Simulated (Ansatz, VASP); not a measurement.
**K2HfSe3 in VASP and in Ansatz**

```
CELL_PARAMETERS angstrom
4.08563 0.00000 0.00000
0.00000 4.08563 0.00000
0.00000 0.00000 9.42672
ATOMIC_POSITIONS crystal
K 0.00000 0.50000 0.63821
K 0.50000 0.00000 0.36179
Hf 0.00000 0.00000 0.00000
Se 0.50000 0.50000 0.00000
Se 0.00000 0.50000 0.24055
Se 0.50000 0.00000 0.75945
```

Change from the starting cell: species swapped into the Zr2CuSb3 type (P-4m2, No. 115).

Alike in both runs: functional PBE; k mesh 4 × 4 × 2; occupations gaussian, width 0.1 eV; no spin polarisation.

Ansatz relaxed the structure, and its values are those at the end. VASP's run is a single point on that final structure, the one shown.

```csv
,VASP,Ansatz
version,VASP 6.6.1,Ansatz 0.2.0
potentials or method,"VASP PAW PBE potentials, release 64 (K_sv, Hf_pv, Se)","scalar-relativistic, plane waves, PAW"
plane-wave cutoff (eV),520,420
valence electrons in the cell,46,92
```

```tsv
	VASP	Ansatz	Ansatz less VASP
gap on the k mesh at the Fermi level (eV)	none	none	-
pressure (GPa)	-0.1	0.0	+0.07
rms of the force components (eV/Å)	0.014	0.004	-0.0107
```

A gap of «none» marks a metal or a gap that the smearing closes. The two sets of potentials don't hold the same shells in valence.

Caveats: the k mesh is coarse (spacing up to 0.38 Å⁻¹), so the values aren't converged. The runs have no spin-orbit coupling, so splittings on Hf are missing.
